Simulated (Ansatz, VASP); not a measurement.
## MgSc2C2 in VASP and in Ansatz

```
Mg Sc C
1.0
     3.96696    0.00000    0.00000
    -1.98348    3.43548    0.00000
     0.00000    0.00000    4.94752
Mg Sc C
1 2 2
Direct
  0.00000 0.00000 0.00000
  0.33333 0.66667 0.70952
  0.66667 0.33333 0.29048
  0.33333 0.66667 0.23191
  0.66667 0.33333 0.76809
```

Change from the starting cell: species swapped into the CaZn2P2 type (P-3m1, No. 164).

Alike in both runs: functional PBE; k mesh 12 × 12 × 8; occupations gaussian, width 0.1 eV; no spin polarisation.

Ansatz relaxed the structure, and its values are those at the end. VASP's run is a single point on that final structure, the one shown.

|  | VASP | Ansatz |
| --- | --- | --- |
| version | VASP 6.6.1 | Ansatz 0.2.0 |
| potentials or method | VASP PAW PBE potentials, release 64 (Mg, Sc_sv, C) | scalar-relativistic, plane waves, PAW |
| plane-wave cutoff (eV) | 520 | 420 |
| valence electrons in the cell | 32 | 40 |

|  | VASP | Ansatz | Ansatz less VASP |
| --- | --- | --- | --- |
| gap on the k mesh at the Fermi level (eV) | none | none | - |
| pressure (GPa) | 0.3 | 0.0 | -0.32 |
| rms of the force components (eV/Å) | 0.006 | 0.004 | -0.0019 |

A gap of «none» marks a metal or a gap that the smearing closes. The two sets of potentials don't hold the same shells in valence.
